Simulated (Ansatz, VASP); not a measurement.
# FePb in two plane-wave programs, part 2 of 2

One calculation is typed for both programs; each brings its own data sets and cutoff. How far apart do they land? The cell is invented: As first built, before any earlier steps moved the atoms (in the runner's words): it takes the MgZr structure with all of its atoms replaced by other elements, volume scaled by an estimate. It may not be a known or stable phase. The cell is taken from a series of VASP runs on this material, whose earlier steps may have relaxed, scaled or displaced it; both programs get it as it stands.

VASP 6.6.1 and Ansatz 0.2.0.

So far: Starting point; Ansatz: zone-centre phonons, LDA.

## (3) VASP: zone-centre phonons, LDA

Level of this step: LDA, spin-polarised from a ferromagnetic start; plane waves and PAW (Pb_d, Fe); invented cell (VASP).

The same cell, functional (in two slightly different forms), mesh and smearing now go to VASP, with its own data sets and cutoff.

Lines of VASP's logs that name or quote its potential files are left out, and so is its time.

Contents of INCAR:

```
SYSTEM = FePb
PREC = Accurate
ENCUT = 400
EDIFF = 1E-08
NELM = 100
ISMEAR = 1
SIGMA = 0.2
LREAL = .FALSE.
ALGO = Normal
GGA = CA
NBANDS = 18
ISPIN = 2
MAGMOM = -0.067 1.868
LMAXMIX = 4
LORBIT = 11
LWAVE = .FALSE.
LCHARG = .FALSE.
IBRION = 8
ISIF = 2
```

Contents of POSCAR:

```
FePb
1.0
    3.2300018626      0.0000000000      0.0000000000
    0.0000000000      3.2300018626      0.0000000000
    0.0000000000      0.0000000000      3.2300018626
Pb Fe
1 1
Direct
    0.5000000000      0.5000000000      0.5000000000
    0.0000000000      0.0000000000      0.0000000000
```

Contents of KPOINTS:

```
Automatic mesh
0
Gamma
7 7 7
0 0 0
```

PAW data sets: Pb_d and Fe (LDA family, release 64).

Started as:

```console
> mpirun -np 1 vasp_std
```

Numbers of over 12 decimals in the logs are rounded to 6 here.

The program printed:

```text
[banner, memory and clock lines left out]
running    1 mpi-ranks, on    1 nodes
 distrk:  each k-point on    1 cores,    1 groups
 distr:  one band on    1 cores,    1 groups

 POSCAR found type information on POSCAR PbFe
 POSCAR found :  2 types and       2 ions
 LDA part: xc-table for (Slater(with rela. corr.)+CA(PZ))
 , standard interpolation
 POSCAR, INCAR and KPOINTS ok, starting setup
 FFT: planning ... GRIDC
 FFT: planning ... GRID_SOFT
 FFT: planning ... GRID
 WAVECAR not read
 entering main loop
       N       E                     dE             d eps       ncg     rms          rms(c)
DAV:   1     0.170667587638E+03    0.17067E+03   -0.92616E+03  1472   0.133E+03
DAV:   2    -0.410399731057E+01   -0.17477E+03   -0.16944E+03  1442   0.322E+02
DAV:   3    -0.126869395635E+02   -0.85829E+01   -0.85021E+01  1640   0.932E+01
DAV:   4    -0.128721941807E+02   -0.18525E+00   -0.18517E+00  1728   0.140E+01
DAV:   5    -0.128789655031E+02   -0.67713E-02   -0.67710E-02  1780   0.247E+00    0.865E+00
DAV:   6    -0.143445277780E+02   -0.14656E+01   -0.24225E+01  1620   0.503E+01    0.148E+01
DAV:   7    -0.121149862730E+02    0.22295E+01   -0.90892E+00  1580   0.373E+01    0.190E+00
DAV:   8    -0.121168598783E+02   -0.18736E-02   -0.19522E-01  1660   0.377E+00    0.129E+00
DAV:   9    -0.121139119785E+02    0.29479E-02   -0.21043E-02  2044   0.148E+00    0.628E-01
DAV:  10    -0.121135839513E+02    0.32803E-03   -0.42955E-03  2066   0.688E-01    0.251E-01
DAV:  11    -0.121133420201E+02    0.24193E-03   -0.10226E-03  1986   0.396E-01    0.971E-02
DAV:  12    -0.121132754199E+02    0.66600E-04   -0.11650E-04  2218   0.104E-01    0.408E-02
DAV:  13    -0.121132691108E+02    0.63091E-05   -0.16673E-05  1974   0.337E-02    0.614E-03
DAV:  14    -0.121132691854E+02   -0.74595E-07   -0.12033E-06  2058   0.133E-02    0.287E-03
DAV:  15    -0.121132692174E+02   -0.31969E-07   -0.80090E-08  1876   0.308E-03    0.932E-04
DAV:  16    -0.121132692233E+02   -0.59235E-08   -0.70766E-09   906   0.925E-04
   1 F= -.12113269E+02 E0= -.12111870E+02  d E =-.419653E-02  mag=     1.7722
 Linear response reoptimize wavefunctions to high precision
DAV:   1    -0.121132692234E+02   -0.91859E-10   -0.21996E-09  1090   0.536E-04
DAV:   2    -0.121132692234E+02   -0.12733E-10   -0.23511E-10   828   0.133E-04
 Linear response DOF=           2
 Linear response progress:
  Degree of freedom:   1/  2
       N       E                     dE             d eps       ncg     rms          rms(c)
RMM:   1    -0.319821725250E+00   -0.31982E+00    0.79090E-03  3683   0.587E+00
RMM:   2    -0.324643677317E+00   -0.48220E-02   -0.25463E-02  4613   0.134E+00    0.545E-02
RMM:   3    -0.324991413017E+00   -0.34774E-03   -0.35146E-03  5042   0.476E-01    0.276E-02
RMM:   4    -0.324892080174E+00    0.99333E-04   -0.37553E-04  5305   0.170E-01    0.879E-03
RMM:   5    -0.324900128559E+00   -0.80484E-05   -0.58513E-05  5339   0.642E-02    0.417E-03
RMM:   6    -0.324902894623E+00   -0.27661E-05   -0.99034E-06  5111   0.260E-02    0.274E-03
RMM:   7    -0.324906256095E+00   -0.33615E-05   -0.17619E-06  4797   0.109E-02    0.173E-03
RMM:   8    -0.324908403255E+00   -0.21472E-05   -0.37248E-07  5011   0.484E-03    0.416E-04
RMM:   9    -0.324907918700E+00    0.48456E-06   -0.13457E-07  5546   0.228E-03    0.202E-04
RMM:  10    -0.324907511974E+00    0.40673E-06   -0.41395E-08  5571   0.108E-03    0.915E-05
RMM:  11    -0.324907359177E+00    0.15280E-06   -0.28869E-08  5677   0.591E-04    0.568E-05
RMM:  12    -0.324907068058E+00    0.29112E-06   -0.16226E-08  5567   0.348E-04    0.147E-05
RMM:  13    -0.324907035431E+00    0.32626E-07   -0.12230E-08  5773   0.234E-04    0.479E-06
RMM:  14    -0.324907045259E+00   -0.98278E-08   -0.13067E-08  5884   0.179E-04    0.154E-06
 first order change of Fermi-energy   0.43005E-03
 force on displaced ion       1 direction 1 :  -3.759   0.000  -0.000
 Linear response progress:
  Degree of freedom:   2/  2
       N       E                     dE             d eps       ncg     rms          rms(c)
RMM:   1    -0.168160598666E+00   -0.16816E+00   -0.90028E-02  4971   0.227E+00
RMM:   2    -0.166707262907E+00    0.14533E-02   -0.36575E-03  4547   0.484E-01    0.563E-01
RMM:   3    -0.166425862025E+00    0.28140E-03   -0.25818E-03  4642   0.284E-01    0.262E-01
RMM:   4    -0.166634023237E+00   -0.20816E-03   -0.26684E-04  5080   0.130E-01    0.344E-02
RMM:   5    -0.166692802386E+00   -0.58779E-04   -0.54500E-05  5153   0.568E-02    0.156E-02
RMM:   6    -0.166749595340E+00   -0.56793E-04   -0.13292E-05  5169   0.273E-02    0.502E-03
RMM:   7    -0.166749654854E+00   -0.59515E-07   -0.22565E-06  4645   0.125E-02    0.294E-03
RMM:   8    -0.166747388137E+00    0.22667E-05   -0.58624E-07  4550   0.683E-03    0.154E-03
RMM:   9    -0.166745148884E+00    0.22393E-05   -0.14484E-07  5066   0.299E-03    0.550E-04
RMM:  10    -0.166745120280E+00    0.28604E-07   -0.29320E-08  5483   0.121E-03    0.246E-04
RMM:  11    -0.166744315138E+00    0.80514E-06   -0.78112E-09  5409   0.453E-04    0.887E-05
RMM:  12    -0.166743818429E+00    0.49671E-06   -0.47721E-09  5533   0.200E-04    0.345E-05
RMM:  13    -0.166743705792E+00    0.11264E-06   -0.46336E-09  5600   0.100E-04    0.150E-05
RMM:  14    -0.166743657006E+00    0.48786E-07   -0.44946E-09  5738   0.652E-05    0.744E-06
RMM:  15    -0.166743604148E+00    0.52858E-07   -0.44311E-09  5723   0.496E-05    0.272E-06
RMM:  16    -0.166743601690E+00    0.24584E-08   -0.44000E-09  5474   0.429E-05    0.930E-07
 first order change of Fermi-energy   0.20125E-02
 force on displaced ion       2 direction 1 :  -3.741   0.000  -0.000
 Linear response finished
```

From OUTCAR (step 3):

```text
ion  position               nearest neighbor table
   1  0.500  0.500  0.500-   2 2.80   2 2.80   2 2.80   2 2.80   2 2.80   2 2.80   2 2.80   2 2.80

  LATTYP: Found a simple cubic cell.
 ALAT       =     3.2300018626

 Subroutine GETGRP returns: Found 48 space group operations
 (whereof 48 operations were pure point group operations)

The static configuration has the point symmetry O_h .

 Found     20 irreducible k-points:

   k-points           NKPTS =     20   k-points in BZ     NKDIM =     20   number of bands    NBANDS=     18

   dimension x,y,z NGX =    24 NGY =   24 NGZ =   24
   dimension x,y,z NGXF=    48 NGYF=   48 NGZF=   48

   ENCUT  =  400.0 eV  29.40 Ry    5.42 a.u.   5.27  5.27  5.27*2*pi/ulx,y,z

   NELECT =      22.0000    total number of electrons

 k-points in reciprocal lattice and weights: Automatic mesh
   0.00000000  0.00000000  0.00000000       0.003
   0.14285714  0.00000000  0.00000000       0.017
   0.28571429  0.00000000  0.00000000       0.017
   0.42857143  0.00000000  0.00000000       0.017
   0.14285714  0.14285714  0.00000000       0.035
   0.28571429  0.14285714  0.00000000       0.070
   0.42857143  0.14285714  0.00000000       0.070
   0.28571429  0.28571429  0.00000000       0.035
   0.42857143  0.28571429  0.00000000       0.070
[...]
0.42857143  0.42857143  0.28571429       0.070
   0.42857143  0.42857143  0.42857143       0.023

 average (electrostatic) potential at core
       1 -88.1361       2 -40.2657

  Total       -0.0105809     -0.0105809     -0.0105809     -0.0000000     -0.0000000     -0.0000000
  in kB       -0.5030645     -0.5030645     -0.5030645     -0.0000000     -0.0000000     -0.0000000
  external PRESSURE =      -0.5030645 kB  Pullay stress =       0.0000000 kB

  energy-cutoff  :      400.00
  volume of cell :       33.70
      direct lattice vectors                 reciprocal lattice vectors
     3.230001863  0.000000000  0.000000000     0.309597345  0.000000000  0.000000000
     0.000000000  3.230001863  0.000000000     0.000000000  0.309597345  0.000000000
     0.000000000  0.000000000  3.230001863     0.000000000  0.000000000  0.309597345

 POSITION                                       TOTAL-FORCE (eV/Angst)
 -----------------------------------------------------------------------------------
      1.61500      1.61500      1.61500         0.000000      0.000000      0.000000
      0.00000      0.00000      0.00000         0.000000      0.000000      0.000000
 -----------------------------------------------------------------------------------
    total drift:                                0.000000      0.000000     -0.000000

 Eigenvectors and eigenvalues of the dynamical matrix
 ----------------------------------------------------

   1 f  =    4.561227 THz    28.659037 2PiTHz  152.146171 cm-1    18.863713 meV
             X         Y         Z           dx          dy          dz
      1.615001  1.615001  1.615001    -0.461672    0.000000   -0.000000
      0.000000  0.000000  0.000000     0.887050   -0.000000    0.000000

   2 f  =    4.561227 THz    28.659037 2PiTHz  152.146171 cm-1    18.863713 meV
             X         Y         Z           dx          dy          dz
      1.615001  1.615001  1.615001     0.000000    0.461672    0.000000
      0.000000  0.000000  0.000000    -0.000000   -0.887050    0.000000

   3 f  =    4.561227 THz    28.659037 2PiTHz  152.146171 cm-1    18.863713 meV
             X         Y         Z           dx          dy          dz
      1.615001  1.615001  1.615001     0.000000    0.000000   -0.461672
      0.000000  0.000000  0.000000    -0.000000    0.000000    0.887050

   4 f/i=    0.004645 THz     0.029182 2PiTHz    0.154924 cm-1     0.019208 meV
             X         Y         Z           dx          dy          dz
      1.615001  1.615001  1.615001     0.000000   -0.887050   -0.000000
      0.000000  0.000000  0.000000    -0.000000   -0.461672    0.000000

   5 f/i=    0.004645 THz     0.029182 2PiTHz    0.154924 cm-1     0.019208 meV
             X         Y         Z           dx          dy          dz
      1.615001  1.615001  1.615001    -0.000000   -0.000000    0.887050
      0.000000  0.000000  0.000000     0.000000    0.000000    0.461672

   6 f/i=    0.004645 THz     0.029182 2PiTHz    0.154924 cm-1     0.019208 meV
             X         Y         Z           dx          dy          dz
      1.615001  1.615001  1.615001    -0.887050    0.000000   -0.000000
      0.000000  0.000000  0.000000    -0.461672   -0.000000    0.000000

 ELASTIC MODULI CONTR FROM IONIC RELAXATION (kBar)
 Direction    XX          YY          ZZ          XY          YZ          ZX
 --------------------------------------------------------------------------------
 XX           0.0000      0.0000      0.0000      0.0000      0.0000      0.0000
 YY           0.0000      0.0000      0.0000      0.0000      0.0000      0.0000
 ZZ           0.0000      0.0000      0.0000      0.0000      0.0000      0.0000
 XY           0.0000      0.0000      0.0000      0.0000      0.0000      0.0000
 YZ           0.0000      0.0000      0.0000      0.0000      0.0000      0.0000
 ZX           0.0000      0.0000      0.0000      0.0000      0.0000      0.0000
 --------------------------------------------------------------------------------

 magnetization (x)
# of ion       s       p       d       tot
------------------------------------------
    1        0.005  -0.070  -0.001  -0.067
    2        0.010  -0.002   1.860   1.868
--------------------------------------------------
tot          0.015  -0.073   1.859   1.801
```

## (4) Comparison

Known differences besides the potentials themselves: the two LDA forms differ slightly; the data sets hold 30 valence electrons in Ansatz (default PAW (the set named soft_2) files) and 22 in VASP; the cutoff is 420 eV in Ansatz and 400 eV in VASP; VASP's log shows a relativistic correction to its local exchange, Ansatz's none; site moments are counted in spheres of each program's own size. Total energies have different zeros and are not compared.

Both answers:

| quantity | Ansatz | VASP | difference |
| --- | --- | --- | --- |
| total moment (μB) | 1.83 | 1.77 | +0.06 |
| moment on Fe2 (μB) | 1.97 | 1.87 | +0.10 |
| moment on Pb1 (μB) | -0.05 | -0.07 | +0.02 |
| optical mode 1 to 3 (cm⁻¹) | 152.1 | 152.1 | -0.02 % |

Modes are paired by rising frequency and degeneracy, not by their patterns, so a pair may still set unlike modes beside each other.

## (5) Summary of results

```
r.m.s. difference of the optical zone-centre modes, each program's sorted by frequency (zone-centre phonons, LDA) : 0.026 cm⁻¹
```

**Reading.** The r.m.s. difference of the optical zone-centre modes, each program's sorted by frequency is 0.026 cm⁻¹ (zone-centre phonons, LDA). How closely two codes agree says nothing of how well the functional describes the real material.

[Lines on the potential files, build, host, timing and source positions are cut from VASP's logs without a mark.]

[Logs are printed without paths, hosts, clocks, repeated set-up lines and the standing remarks that a program may print on its own settings, such as how far it seeks lower states.]

[Hosts, paths, dates, database ids (printed as entryN), source tags and the programs' standing remarks are cut or masked in the printed files.]
